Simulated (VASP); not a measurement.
Given:

```yaml
crystal:
  lattice:
    - [5.91941, 0.00000, 0.00000]
    - [0.00000, 5.91941, 0.00000]
    - [0.00000, 0.00000, 5.91941]
  atoms:
    - { symbol: Hg, position: [0.00000, 0.00000, 0.00000] }
    - { symbol: Te, position: [0.27014, 0.27014, 0.27014] }
    - { symbol: Te, position: [0.72986, 0.72986, 0.27014] }
    - { symbol: Te, position: [0.72986, 0.27014, 0.72986] }
    - { symbol: Te, position: [0.27014, 0.72986, 0.72986] }
    - { symbol: Be, position: [0.50000, 0.50000, 0.00000] }
    - { symbol: Be, position: [0.50000, 0.00000, 0.50000] }
    - { symbol: Be, position: [0.00000, 0.50000, 0.50000] }
```

Method: PBE GGA, VASP's PBE PAW potentials (set 64) (plane waves; VASP). Settings: 400 eV cut-off, 4×4×4 Γ-centred mesh, Gaussian smearing of 0.050 eV, potentials Hg Te Be.

Unless said otherwise, spin-orbit coupling is left out, though it shifts the bands of the heavy elements here.

Estimate the energy per atom (σ→0), band gap (on the k-mesh) with the smallest direct gap where there is one.

| Property | Result |
|---|---|
| band gap (on the k-mesh) | 0.99 eV |
| smallest direct gap (on the k-mesh) | 0.99 eV |
| energy per atom (σ→0) | -3.248 eV/atom |

Total energies compare only between runs with the same potentials, cut-off and functional.

The structure was generated: Be3HgTe4 was put into an ordered model structure (P-43m), which need not be its known phase. It was relaxed first.
